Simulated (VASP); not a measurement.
Consider the following.

```
CoSi2
1.0
    0.00000     2.68849     2.68849
    2.68849     0.00000     2.68849
    2.68849     2.68849     0.00000
Co Si
1 2
Cartesian
  0.00000   0.00000   0.00000
  1.34425   1.34425   1.34425
  4.03274   4.03274   4.03274
```

Calculation: revPBE GGA, VASP's PBE PAW potentials (set 64) (plane waves; VASP). Numerical set-up: 520 eV cut-off, Gaussian smearing of 0.050 eV, potentials Co Si.

Question: Give the energies of bands 2 to 11 at the high-symmetry points, in eV from the Fermi level.

Answer: 
| band | Γ | X | U | L | W |
|---|---|---|---|---|---|
| 2 | -3.99 | -7.09 | -7.97 | -9.16 | -8.03 |
| 3 | -3.99 | -6.35 | -6.48 | -3.50 | -6.01 |
| 4 | -3.99 | -3.60 | -3.77 | -3.50 | -5.84 |
| 5 | -1.84 | -3.60 | -3.36 | -2.11 | -2.23 |
| 6 | -1.84 | -1.89 | -2.16 | -1.56 | -2.23 |
| 7 | 0.75 | -1.89 | -1.70 | -1.56 | -1.88 |
| 8 | 3.40 | -1.85 | -1.17 | -0.44 | -1.39 |
| 9 | 3.40 | -1.28 | -0.92 | -0.44 | -0.64 |
| 10 | 3.40 | 1.57 | 1.97 | 2.73 | 3.61 |
| 11 | 3.46 | 2.96 | 4.98 | 3.40 | 3.61 |

It has no gap at this level: it comes out as a metal or semimetal.

The compound is CoSi2 in the fluorite structure. It was relaxed first. The run is not spin-polarised, so no magnetic state was tried. The electron count is odd and the run is not spin-polarised, which forces a metal.
